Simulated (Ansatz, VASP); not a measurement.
Given: the input of a run of Ansatz 0.2.0 on Mg6CoSb. The cell comes from a database or a generator and needn't be the stable form of this composition.

input.yaml

```yaml
crystal:
  lattice:
    - [4.881152, 0.0, 0.0]
    - [0.0, 3.1136065, 5.3272715]
    - [0.0, -3.1136065, 5.3272715]
  atoms:
    - { symbol: Sb, position: [0.5, 0.672789, 0.672789] }
    - { symbol: Co, position: [0.0, 0.842175, 0.842175], spin: 2.0 }
    - { symbol: Mg, position: [0.5, 0.169251, 0.169251] }
    - { symbol: Mg, position: [0.5, 0.674995, 0.147485] }
    - { symbol: Mg, position: [0.5, 0.147485, 0.674995] }
    - { symbol: Mg, position: [0.0, 0.334014, 0.334014] }
    - { symbol: Mg, position: [0.0, 0.837973, 0.321317] }
    - { symbol: Mg, position: [0.0, 0.321317, 0.837973] }
hamiltonian:
  xc: pbe
  pseudopotentials: { kind: paw }
magnetization:
  spin_polarized: true
kpoints:
  mp_grid: { grid: [6, 5, 5] }
scf:
  occupations: { method: fermi_dirac, width: 0.05 }
output:
  forces: true
  stress: true
  eigenvalues: true
```

Potentials or basis: Ansatz PAW.

Run with:

```bash
$ ansatz run input.yaml --threads 4 --pin off --max-ram 10240MiB --backend cpu --events-out ev --progress --plain --runs-dir out
```

Task: Set up the same calculation for VASP 6.6.1. Potentials or basis there: PBE PAW files Co, Mg, Sb, 520 eV.

Result: As run (cutoffs and basis follow the program's own potentials, and thresholds, step limits or extra output files can differ):

INCAR

```
SYSTEM = Mg6CoSb
ALGO = Normal
EDIFF = 1E-7
ENCUT = 520
GGA = PE
ISIF = 2
ISMEAR = -1
ISPIN = 2
LASPH = .TRUE.
LCHARG = .FALSE.
LMAXMIX = 4
LORBIT = 11
LREAL = .FALSE.
LWAVE = .FALSE.
MAGMOM = 0 2 0 0 0 0 0 0
NBANDS = 27
NELM = 100
PREC = Accurate
SIGMA = 0.05
```

The input KPOINTS:

```
k-points
0
G
  6 5 5
  0 0 0
```

The input POSCAR:

```
Mg6CoSb
1.0
    4.8811520000      0.0000000000      0.0000000000
    0.0000000000      3.1136065000      5.3272715000
    0.0000000000     -3.1136065000      5.3272715000
Sb Co Mg
1 1 6
Direct
    0.5000000000      0.6727890000      0.6727890000
    0.0000000000      0.8421750000      0.8421750000
    0.5000000000      0.1692510000      0.1692510000
    0.5000000000      0.6749950000      0.1474850000
    0.5000000000      0.1474850000      0.6749950000
    0.0000000000      0.3340140000      0.3340140000
    0.0000000000      0.8379730000      0.3213170000
    0.0000000000      0.3213170000      0.8379730000
```

Potentials or basis: VASP PAW PBE potentials, release 64 (Sb, Co, Mg).

Launch:

```console
$ cat potpaw_PBE.64/Sb/POTCAR potpaw_PBE.64/Co/POTCAR potpaw_PBE.64/Mg/POTCAR > POTCAR
$ mpirun -np 1 vasp_std > vasp.out
```

Both were run:

|  | Ansatz | VASP |
| --- | --- | --- |
| Pressure | 0.2 GPa | 0.2 GPa |
| Largest force | 0.094 eV/Å | 0.088 eV/Å |
| Net moment | 0.96 μB per cell | 0.94 μB per cell |

Ansatz's pressure holds a Pulay term of +0.02 GPa for its cutoff of 420 eV, which the other run lacks.

The potentials hold 92 and 26 valence electrons a cell.

Where Ansatz's input types no cutoff or centring, it takes its own default and a Γ-centred mesh.

The magnetic state is the one that the start led to; the real crystal's order can differ.

Pressure is positive in compression.
